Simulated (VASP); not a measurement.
NiMoIrPdW:

```
Ni Mo Pd Ir W
1.0
     3.86061    0.00000    0.00000
    -1.93031    3.34339    0.00000
     0.00000    0.00000    5.91707
Ni Mo Pd Ir W
1 1 1 1 1
Direct
  0.00000 0.00000 0.94914
  0.66667 0.33333 0.03399
  0.66667 0.33333 0.47103
  0.33333 0.66667 0.65884
  0.33333 0.66667 0.23145
```

The cell was built by a generator and needn't be a form met in nature.

- Program: VASP 6.6.1
- Task: relaxation of cell and atoms
- Functional: PBE
- Potentials or basis: VASP PAW PBE potentials, release 64 (Ni, Mo_sv, Pd, Ir, W_sv)
- Cutoff: 520 eV
- k mesh: 5 × 5 × 3
- Occupations: gaussian, width 0.15 eV
- Spin: collinear spin, ferromagnetic start
- Starting moments: [1.0, 1.0, 0.0, 0.6, 0.0] μB

At the start: pressure 24.6 GPa; volume 15.27 Å³/atom.

Problem. Where does the relaxation end?

Solution. Over 19 steps the energy falls by 543.5 meV/atom and the volume is 16.01 Å³/atom (+4.8 %); space group P3m1 (No. 156, to 0.05 Å); moment 0.00 μB per cell.

Step by step:
| step | energy change (eV) | largest force (eV/Å) | pressure (GPa) | volume (Å³) |
| --- | --- | --- | --- | --- |
| 1 | 0.0000 | 4.7521 | 24.63 | 76.37 |
| 2 | 0.8709 | 0.6327 | -30.69 | 105.13 |
| 3 | -1.1898 | 2.3748 | -10.30 | 87.09 |
| 4 | -1.1950 | 2.4774 | -10.01 | 86.49 |
| 5 | -2.3446 | 1.8875 | -4.18 | 82.13 |
| 6 | -2.5318 | 1.3144 | 2.27 | 79.59 |
| 7 | -2.5355 | 1.4149 | 1.46 | 79.86 |
| 8 | -2.6606 | 0.6658 | -0.04 | 80.32 |
| 9 | -2.6697 | 0.6363 | 0.07 | 80.22 |
| 10 | -2.6961 | 0.4526 | -0.56 | 80.28 |
| 11 | -2.7012 | 0.3288 | -1.03 | 80.31 |
| 12 | -2.7063 | 0.2380 | 2.42 | 79.12 |
| 13 | -2.7087 | 0.2268 | 2.22 | 79.56 |
| 14 | -2.7083 | 0.2407 | 0.90 | 79.71 |
| 15 | -2.7085 | 0.2330 | 1.02 | 79.65 |
| 16 | -2.7158 | 0.1130 | -0.45 | 80.20 |
| 17 | -2.7160 | 0.1344 | 1.48 | 80.16 |
| 18 | -2.7158 | 0.1083 | -0.27 | 80.19 |
| 19 | -2.7174 | 0.0425 | -0.08 | 80.05 |

Final structure:
```
CELL_PARAMETERS angstrom
4.11756 0.00000 0.00000
-2.05878 3.56591 0.00000
0.00000 0.00000 5.45171
ATOMIC_POSITIONS crystal
Ni 0.00000 0.00000 0.95757
Mo 0.66667 0.33333 0.96101
Pd 0.66667 0.33333 0.46335
Ir 0.33333 0.66667 0.72545
W 0.33333 0.66667 0.23705
```

Caveat: the k mesh is coarse (spacing up to 0.38 Å⁻¹), so the values aren't converged.
